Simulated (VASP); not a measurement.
Method: PBEsol GGA, VASP's PBE PAW potentials (set 64) (plane waves; VASP 6.6.1).

Input for VASP

### INCAR
```
! general
SYSTEM  = Ru
PREC    = Accurate
ENCUT   = 500
LREAL   = .FALSE.
LASPH   = .TRUE.

! electronic loop
EDIFF   = 1E-6
NELM    = 100
ALGO    = Normal
LMAXMIX = 4

! smearing
ISMEAR  = 1
SIGMA   = 0.1

! functional
GGA     = PS

! ions
IBRION  = 2
NSW     = 40
ISIF    = 3
EDIFFG  = -0.02
PSTRESS = 50

! output
LWAVE   = .FALSE.
LCHARG  = .FALSE.
```

File POSCAR:
```
Ru
1.0
  1.3379189373  -2.3173437270   0.0000000000
  1.3379189373   2.3173437270   0.0000000000
  0.0000000000   0.0000000000   4.2364099334
Ru
2
Cartesian
  1.3379189373   0.7724494539   1.0591024834
  1.3379189373  -0.7724494539   3.1773074500
```

KPOINTS:
```
Automatic mesh
0
Gamma
16 16 9
0 0 0
```

POTCAR, in this order: Ru_pv (PBE.64 set). Program: vasp_std.

What VASP printed:

### OSZICAR
```
       N       E                     dE             d eps       ncg     rms          rms(c)
DAV:   1     0.277488486148E+03    0.27749E+03   -0.17764E+04  5408   0.169E+03
DAV:   2    -0.154511310482E+02   -0.29294E+03   -0.28728E+03  5748   0.490E+02
DAV:   3    -0.218571251825E+02   -0.64060E+01   -0.62552E+01  5662   0.782E+01
DAV:   4    -0.219149481645E+02   -0.57823E-01   -0.57729E-01  6536   0.682E+00
DAV:   5    -0.219159630408E+02   -0.10149E-02   -0.10148E-02  5846   0.794E-01    0.208E+01
DAV:   6    -0.204656657832E+02    0.14503E+01   -0.37436E+00  5464   0.203E+01    0.548E+00
DAV:   7    -0.203510031788E+02    0.11466E+00   -0.35146E-01  5572   0.561E+00    0.109E+00
DAV:   8    -0.203405108980E+02    0.10492E-01   -0.71505E-03  5546   0.103E+00    0.351E-01
DAV:   9    -0.203396178426E+02    0.89306E-03   -0.12075E-03  6734   0.402E-01    0.417E-02
DAV:  10    -0.203396400126E+02   -0.22170E-04   -0.34571E-05  6154   0.579E-02    0.115E-02
DAV:  11    -0.203396396466E+02    0.36606E-06   -0.31669E-06  5104   0.175E-02
   1 F= -.19519840E+02 E0= -.19520061E+02  d E =-.195198E+02
       N       E                     dE             d eps       ncg     rms          rms(c)
DAV:   1    -0.203587018234E+02   -0.19062E-01   -0.77701E-01  5454   0.772E+00    0.866E-01
DAV:   2    -0.203420350842E+02    0.16667E-01   -0.23724E-02  5450   0.152E+00    0.368E-01
DAV:   3    -0.203384132628E+02    0.36218E-02   -0.12342E-02  6536   0.801E-01    0.784E-02
DAV:   4    -0.203384327121E+02   -0.19449E-04   -0.35909E-04  6584   0.219E-01    0.492E-02
DAV:   5    -0.203384375904E+02   -0.48783E-05   -0.32097E-05  7218   0.410E-02    0.169E-02
DAV:   6    -0.203384371993E+02    0.39110E-06   -0.26889E-06  3926   0.184E-02
   2 F= -.19519491E+02 E0= -.19519746E+02  d E =0.348860E-03
       N       E                     dE             d eps       ncg     rms          rms(c)
DAV:   1    -0.203461684361E+02   -0.77308E-02   -0.24117E-01  5454   0.431E+00    0.484E-01
DAV:   2    -0.203409336298E+02    0.52348E-02   -0.75830E-03  5448   0.845E-01    0.204E-01
DAV:   3    -0.203398143772E+02    0.11193E-02   -0.38130E-03  6538   0.441E-01    0.436E-02
DAV:   4    -0.203398192129E+02   -0.48357E-05   -0.10678E-04  6542   0.120E-01    0.271E-02
DAV:   5    -0.203398208094E+02   -0.15965E-05   -0.10053E-05  6900   0.231E-02    0.910E-03
DAV:   6    -0.203398207545E+02    0.54943E-07   -0.85132E-07  2886   0.103E-02
   3 F= -.19520394E+02 E0= -.19520637E+02  d E =-.553854E-03
```

### OUTCAR
```
------------------------ aborting loop because EDIFF is reached ----------------------------------------
  FORCE on cell =-STRESS in cart. coord.  units (eV):
  Direction    XX          YY          ZZ          XY          YZ          ZX
  --------------------------------------------------------------------------------------
  Total        0.8412957      0.8412958      0.8326699      0.0000000      0.0000000      0.0000000
  in kB       51.3344055     51.3344124     50.8080743      0.0000000      0.0000000      0.0000000
  external PRESSURE =       1.1589641 kB  Pullay stress =      50.0000000 kB
  volume of cell :       26.26
      direct lattice vectors                 reciprocal lattice vectors
     1.339604185 -2.320262664 -0.000000000     0.373244579 -0.215492844  0.000000000
     1.339604185  2.320262664  0.000000000     0.373244579  0.215492844  0.000000000
     0.000000000  0.000000000  4.223836299     0.000000000 -0.000000000  0.236751600
 POSITION                                       TOTAL-FORCE (eV/Angst)
 -----------------------------------------------------------------------------------
      1.33960      0.77342      1.05596         0.000000     -0.000000      0.000000
      1.33960     -0.77342      3.16788        -0.000000      0.000000      0.000000
 -----------------------------------------------------------------------------------
    total drift:                                0.000012      0.000492     -0.000045
  FREE ENERGIE OF THE ION-ELECTRON SYSTEM (eV)
  ---------------------------------------------------
  free  energy   TOTEN  =       -20.3398207545 eV

  energy  without entropy=      -20.3405512111  energy(sigma->0) =      -20.34006424
  enthalpy is  TOTEN    =       -19.5203939939 eV   P V=        0.8194267606

 reached required accuracy - stopping structural energy minimisation
```
(Selected blocks of OUTCAR.)

**CONTCAR**
```
Ru
   1.00000000000000
     1.3396041845408662   -2.3202626640693973   -0.0000000000000000
     1.3396041845408662    2.3202626640693973    0.0000000000000000
     0.0000000000000000    0.0000000000000000    4.2238362985053906
  Ru
     2
Direct
     0.3333330000000032    0.6666669999999968    0.2500000000000000
     0.6666669999999968    0.3333330000000032    0.7500000000000000
```

OUTCAR:
```
 val. band max:       13.3285672375   @ k =   0.1250   0.0625   0.3333

 cond. band min:      13.3397758941   @ k =   0.4375   0.0625   0.3333


 Fermi energy:        13.3387026732

 k-point     1 :       0.0000    0.0000    0.0000
  band No.  band energies     occupation
      1     -30.4241      2.00000
      2     -29.3775      2.00000
      3     -29.3775      2.00000
      4     -29.1841      2.00000
      5     -29.1841      2.00000
      6     -29.1305      2.00000
      7       5.0520      2.00000
      8       6.8045      2.00000
      9      10.5706      2.00000
     10      10.5706      2.00000
     11      10.8014      2.00000
     12      11.3040      2.00000
     13      11.3040      2.00000
     14      11.8299      2.00000
     15      11.8299      2.00000
     16      14.5745     -0.00000
     17      14.5745     -0.00000
     18      14.6459     -0.00000

 k-point     2 :       0.0625    0.0000    0.0000
  band No.  band energies     occupation
      1     -30.4091      2.00000
      2     -29.4093      2.00000
      3     -29.3883      2.00000
      4     -29.2174      2.00000
      5     -29.1883      2.00000
      6     -29.1376      2.00000
      7       5.2026      2.00000
      8       6.9203      2.00000
      9      10.2780      2.00000
     10      10.6938      2.00000
     11      11.0553      2.00000
     12      11.2380      2.00000
     13      11.4176      2.00000
     14      11.6785      2.00000
     15      11.7343      2.00000
     16      13.3280      1.18050
     17      14.6360     -0.00000
     18      16.0972      0.00000

 k-point     3 :       0.1250    0.0000    0.0000
  band No.  band energies     occupation
      1     -30.3652      2.00000
      2     -29.4998      2.00000
      3     -29.4185      2.00000
      4     -29.3108      2.00000
      5     -29.2008      2.00000
      6     -29.1588      2.00000
      7       5.6323      2.00000
      8       7.2278      2.00000
      9       9.8615      2.00000
...
```

The compound is Ru in the hcp structure. This run relaxes it under an external pressure of 5 GPa. Symmetry was kept, so distortions that lower it aren't found.
